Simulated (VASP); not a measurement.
# HPbNO4 (P1) in VASP: further runs, part 2 of 2

VASP 6.6.1.

## Step 3: Band structure, revPBE

This run uses another cell than the first one, of 18.84 Å³/atom, 0.984 times its volume.

Input file POSCAR:

```
HPbNO4                                  
1.0
    3.9356864533      0.1431576444      0.1447716696
   -0.2609066731      5.6052571426      0.1989521580
   -0.4151001933     -1.9203677624      5.8820225135
  H               Pb              N               O             
     1     1     1     4
Direct
     0.1071991658677546    0.6549146718565168    0.5374095835650832
     0.6265354561326706    0.5230344017955335    0.1585860775752665
     0.9117229416697887    0.9632221079892556    0.9588904805686708
     0.0065881227461879    0.1359876357315321    0.8793242953361403
     0.7252918763169638    0.0105850190789860    0.1303585181175248
     0.9970642647211294    0.7401942625014698    0.8716144247282935
     0.1217981725454997    0.5906619010467001    0.3744766201090208
```

Input file INCAR.step1:

```
ALGO = Fast ; EDIFF = 1E-7
ENCUT = 520 ; GGA = RE
ISIF = 2 ; ISMEAR = -1
KPAR = 4 ; LASPH = T
LCHARG = T ; LREAL = F
LWAVE = F ; NELM = 60
PREC = Accurate ; SIGMA = 0.05
```

Input file KPOINTS.step1:

```
k-points
0
Gamma
  7 5 5
```

Input file INCAR.step2:

```
ALGO = Fast ; EDIFF = 1E-7
ENCUT = 520 ; GGA = RE
ICHARG = 11 ; ISIF = 2
ISMEAR = 0 ; KPAR = 4
LASPH = T ; LCHARG = F
LREAL = F ; LWAVE = F
NELM = 60 ; PREC = Accurate
SIGMA = 0.05
```

Input file KPOINTS.step2:

```
path XGY,LGZ,NGM,RG
10
line-mode
reciprocal
 0.5000000000  0.0000000000  0.0000000000  X
 0.0000000000  0.0000000000  0.0000000000  G

 0.0000000000  0.0000000000  0.0000000000  G
 0.0000000000 -0.5000000000  0.0000000000  Y

 0.5000000000 -0.5000000000  0.0000000000  L
 0.0000000000  0.0000000000  0.0000000000  G

 0.0000000000  0.0000000000  0.0000000000  G
 0.0000000000  0.5000000000 -0.5000000000  Z

 0.5000000000  0.5000000000 -0.5000000000  N
 0.0000000000  0.0000000000  0.0000000000  G

 0.0000000000  0.0000000000  0.0000000000  G
 0.0000000000  0.0000000000 -0.5000000000  M

 0.5000000000  0.0000000000 -0.5000000000  R
 0.0000000000  0.0000000000  0.0000000000  G
```

Potentials or basis: VASP PAW PBE potentials, release 64 (H, Pb_d, N, O).

Started as:

```bash
$ cat potpaw_PBE.64/H/POTCAR potpaw_PBE.64/Pb_d/POTCAR potpaw_PBE.64/N/POTCAR potpaw_PBE.64/O/POTCAR > POTCAR
$ cp INCAR.step1 INCAR
$ cp KPOINTS.step1 KPOINTS
$ mpirun -np 4 vasp_std > vasp.out
$ cp INCAR.step2 INCAR
$ cp KPOINTS.step2 KPOINTS
$ mpirun -np 4 vasp_std > vasp.out
```

OUTCAR:

```text
EDIFF = 1E-7
   ENCUT = 520
   GGA = RE
   ICHARG = 11
   ISIF = 2
   ISMEAR = 0
   LASPH = T
   LREAL = F
   NELM = 60
   PREC = Accurate

 ion  position               nearest neighbor table
   1  0.107  0.655  0.537-   7 0.98
   2  0.627  0.523  0.159-   7 2.29   7 2.42   5 2.82   6 2.86   4 2.86   5 2.87
   3  0.912  0.963  0.959-   4 1.26   6 1.28   5 1.29
   4  0.007  0.136  0.879-   3 1.26   2 2.86
   5  0.725  0.011  0.130-   3 1.29   2 2.82   2 2.87
   6  0.997  0.740  0.872-   3 1.28   2 2.86
   7  0.122  0.591  0.374-   1 0.98   2 2.29   2 2.42

  LATTYP: Found a triclinic cell.
[... 901 lines left out ...]
  Total        1.7968733      0.1775546      0.2207923      0.0640521     -0.0397202     -0.2883381
  in kB       21.8295196      2.1570422      2.6823199      0.7781439     -0.4825453     -3.5029083
  external PRESSURE =       8.8896272 kB  Pullay stress =       0.0000000 kB

 VOLUME and BASIS-vectors are now :
 -----------------------------------------------------------------------------
  energy-cutoff  :      520.00
  volume of cell :      131.88
      direct lattice vectors                 reciprocal lattice vectors
     3.935686453  0.143157644  0.144771670     0.252896061  0.011010444  0.021441827
    -0.260906673  5.605257143  0.198952158    -0.008493014  0.175990509  0.056858172
    -0.415100193 -1.920367762  5.882022513    -0.005937155 -0.006223657  0.167558654

 POSITION                                       TOTAL-FORCE (eV/Angst)
 -----------------------------------------------------------------------------------
      0.02795      2.65429      3.30687         0.063385     -0.019733     -0.079785
      2.26355      2.71689      1.12757         0.156209     -0.011678      0.155258
      2.93891      3.68821      5.96384         0.186437      0.028397     -0.245691
     -0.37456     -0.92544      5.20021         0.090961     -0.382580      0.168785
      2.79765     -0.08717      0.87388        -0.518286     -0.002437     -0.051382
      3.36920      2.61790      5.41847         0.007060      0.379152      0.141056
      0.16981      2.60912      2.33783         0.014234      0.008880     -0.088241
 -----------------------------------------------------------------------------------
    total drift:                               -0.144350     -0.007707      0.078480

  FREE ENERGIE OF THE ION-ELECTRON SYSTEM (eV)
  ---------------------------------------------------
  free  energy   TOTEN  =       -38.7577094253 eV

  energy  without entropy=      -38.7577094253  energy(sigma->0) =      -38.75770943
```

OUTCAR.step1:

```text
EDIFF = 1E-7
   ENCUT = 520
   GGA = RE
   ISIF = 2
[... 944 lines left out ...]
     -0.37456     -0.92544      5.20021         0.003773      0.003887      0.002348
      2.79765     -0.08717      0.87388        -0.013261     -0.006561      0.013518
      3.36920      2.61790      5.41847         0.000230      0.000714     -0.010608
      0.16981      2.60912      2.33783         0.008243     -0.003558     -0.020228
 -----------------------------------------------------------------------------------
    total drift:                               -0.000254     -0.000201     -0.000185

  FREE ENERGIE OF THE ION-ELECTRON SYSTEM (eV)
  ---------------------------------------------------
  free  energy   TOTEN  =       -38.8436967652 eV

  energy  without entropy=      -38.8436967651  energy(sigma->0) =      -38.84369677
```

OSZICAR.step1:

```text
N       E                     dE             d eps       ncg     rms          rms(c)
DAV:   1     0.473913767124E+03    0.47391E+03   -0.21597E+04  4576   0.163E+03
DAV:   2     0.133735212201E+02   -0.46054E+03   -0.44804E+03  5700   0.429E+02
[... 11 lines left out ...]
RMM:  14    -0.388436985259E+02   -0.42488E-06   -0.37828E-04  6594   0.112E-01    0.178E-02
RMM:  15    -0.388436971827E+02    0.13432E-05   -0.65342E-05  7065   0.508E-02    0.102E-02
RMM:  16    -0.388436965750E+02    0.60767E-06   -0.19989E-05  6618   0.213E-02    0.369E-03
RMM:  17    -0.388436966333E+02   -0.58271E-07   -0.47349E-06  6119   0.111E-02    0.106E-03
RMM:  18    -0.388436967279E+02   -0.94635E-07   -0.10575E-06  5036   0.637E-03    0.744E-04
RMM:  19    -0.388436967652E+02   -0.37201E-07   -0.23049E-07  3730   0.366E-03
   1 F= -.38843697E+02 E0= -.38843697E+02  d E =-.136733E-10
```

Run time: 2.1 min. Hardware: 4 MPI ranks of Intel Xeon Platinum 8488C (Sapphire Rapids), shared host; peak memory 0.44 GiB.

Results:

```yaml
Band_gap_on_the_k_mesh: 3.18 eV, indirect (least direct gap 3.34 eV)
Band_gap_along_the_path: 3.15 eV, indirect (least direct gap 3.30 eV)
```

Levels at the corners of the path, in eV from the valence-band top:
```csv
point,band 18,band 19,band 20,band 21,band 22,band 23,band 24,band 25,band 26
X,-1.74,-1.49,-0.54,-0.36,-0.33,3.20,4.94,5.49,6.17
Γ,-1.77,-1.57,-1.47,-0.65,-0.32,3.50,4.28,5.72,6.08
Γ,-1.77,-1.57,-1.47,-0.65,-0.32,3.50,4.28,5.72,6.08
Y,-1.72,-1.49,-1.19,-0.80,-0.48,3.56,4.32,4.62,7.66
L,-1.81,-1.49,-0.58,-0.45,-0.03,3.31,4.79,5.24,6.23
Γ,-1.77,-1.57,-1.47,-0.65,-0.32,3.50,4.28,5.72,6.08
Γ,-1.77,-1.57,-1.47,-0.65,-0.32,3.50,4.28,5.72,6.08
Z,-1.68,-1.55,-1.10,-0.77,-0.47,3.53,4.08,4.63,7.61
N,-1.88,-1.47,-0.57,-0.51,0.00,3.30,4.77,5.49,6.07
Γ,-1.77,-1.57,-1.47,-0.65,-0.32,3.50,4.28,5.72,6.08
Γ,-1.77,-1.57,-1.47,-0.65,-0.32,3.50,4.28,5.72,6.08
M,-1.60,-1.49,-1.31,-0.68,-0.30,3.34,3.83,5.71,7.13
R,-1.73,-1.49,-0.55,-0.42,-0.34,3.15,5.24,5.49,6.06
Γ,-1.77,-1.57,-1.47,-0.65,-0.32,3.50,4.28,5.72,6.08
```

Caveat: the log is that of the step along the path at fixed density, whose energy, stress, charges and moments have no meaning; the PAW data sets were made with another functional, which shifts forces and pressure a little; spin-orbit coupling is left out, which as a rule narrows the gap of such compounds by several tenths of an eV.

## Step 4: Band structure, BLYP

This run uses another cell than the first one, of 18.27 Å³/atom, 0.954 times its volume.

Input file POSCAR:

```
HPbNO4                                  
1.0
    3.9070474312      0.1461849936      0.0928328041
   -0.2562144877      5.6013393134      0.1749581130
   -0.4860832755     -1.9436163291      5.7591784324
  H               Pb              N               O             
     1     1     1     4
Direct
     0.1104342103048571    0.6567210682233866    0.5444571720030498
     0.6080843124499055    0.5216629113143763    0.1525694608161696
     0.9163475285937255    0.9625645192575797    0.9580908087156670
     0.0144920421052943    0.1359720051374334    0.8800799467965624
     0.7236388684558144    0.0104593058951107    0.1282280991489897
     0.0045686946729104    0.7377564130368719    0.8701241585547603
     0.1186343434174875    0.5934637771352353    0.3771103539648016
```

INCAR.step1, as its differences from that of step 3:

```diff
@@ -1,3 +1,5 @@
+AGGAC = 1.0 ; AGGAX = 1.0
+ALDAC = 0.0 ; ALDAX = 1.0
 ALGO = Fast ; EDIFF = 1E-7
-ENCUT = 520 ; GGA = RE
+ENCUT = 520 ; GGA = B5
 ISIF = 2 ; ISMEAR = -1
```

KPOINTS.step1 is that of step 3.

INCAR.step2, as its differences from that of step 3:

```diff
@@ -1,3 +1,5 @@
+AGGAC = 1.0 ; AGGAX = 1.0
+ALDAC = 0.0 ; ALDAX = 1.0
 ALGO = Fast ; EDIFF = 1E-7
-ENCUT = 520 ; GGA = RE
+ENCUT = 520 ; GGA = B5
 ICHARG = 11 ; ISIF = 2
```

KPOINTS.step2 is that of step 3.

Started as:

```bash
$ cat potpaw_PBE.64/H/POTCAR potpaw_PBE.64/Pb_d/POTCAR potpaw_PBE.64/N/POTCAR potpaw_PBE.64/O/POTCAR > POTCAR
$ cp INCAR.step1 INCAR
$ cp KPOINTS.step1 KPOINTS
$ mpirun -np 4 vasp_std > vasp.out
$ cp INCAR.step2 INCAR
$ cp KPOINTS.step2 KPOINTS
$ mpirun -np 4 vasp_std > vasp.out
```

Run time: 2.4 min. Hardware: 4 MPI ranks of Intel Xeon Platinum 8488C (Sapphire Rapids), shared host; peak memory 0.43 GiB.

It converged, with:

```yaml
Band_gap_on_the_k_mesh: 3.08 eV, indirect (least direct gap 3.16 eV)
Band_gap_along_the_path: 3.05 eV, indirect (least direct gap 3.11 eV)
```

Levels at the corners of the path, in eV from the valence-band top:
```
point  band 20  band 21  band 22  band 23  band 24  band 25
    X    -0.47    -0.40    -0.33     3.10     4.93     5.40
    Γ    -1.36    -0.58    -0.38     3.36     4.27     5.66
    Γ    -1.36    -0.58    -0.38     3.36     4.27     5.66
    Y    -1.15    -0.76    -0.52     3.41     4.25     4.57
    L    -0.55    -0.44    -0.06     3.13     4.78     5.32
    Γ    -1.36    -0.58    -0.38     3.36     4.27     5.66
    Γ    -1.36    -0.58    -0.38     3.36     4.27     5.66
    Z    -1.05    -0.72    -0.51     3.38     3.97     4.58
    N    -0.58    -0.47     0.00     3.11     4.76     5.60
    Γ    -1.36    -0.58    -0.38     3.36     4.27     5.66
    Γ    -1.36    -0.58    -0.38     3.36     4.27     5.66
    M    -1.26    -0.62    -0.35     3.21     3.74     5.65
    R    -0.48    -0.45    -0.37     3.05     5.23     5.39
    Γ    -1.36    -0.58    -0.38     3.36     4.27     5.66
```

Caveat: the log is that of the step along the path at fixed density, whose energy, stress, charges and moments have no meaning; the PAW data sets were made with another functional, which shifts forces and pressure a little; spin-orbit coupling is left out, which as a rule narrows the gap of such compounds by several tenths of an eV.

## Step 5: Summary

| level | cell | gap on the mesh (eV) |
| --- | --- | --- |
| RPBE | P1, 19.14 Å³/atom | 3.19 |
| revPBE | P1, 18.84 Å³/atom | 3.18 |
| BLYP | P1, 18.27 Å³/atom | 3.08 |

Alike in all rows: task band structure; potentials or basis VASP PAW PBE potentials, release 64 (H, Pb_d, N, O); no spin polarisation; k mesh 7 × 5 × 5; cutoff (eV) 520; smearing fermi-dirac 0.05 eV.

On the cell as given the gap runs from 3.05 eV (BLYP) to 3.15 eV (RPBE).

Caveats: the PAW data sets were made with another functional, which shifts forces and pressure a little; spin-orbit coupling is left out, which as a rule narrows the gap of such compounds by several tenths of an eV.

Total energies depend on the potentials used, so only differences within one code and one set of settings carry meaning.
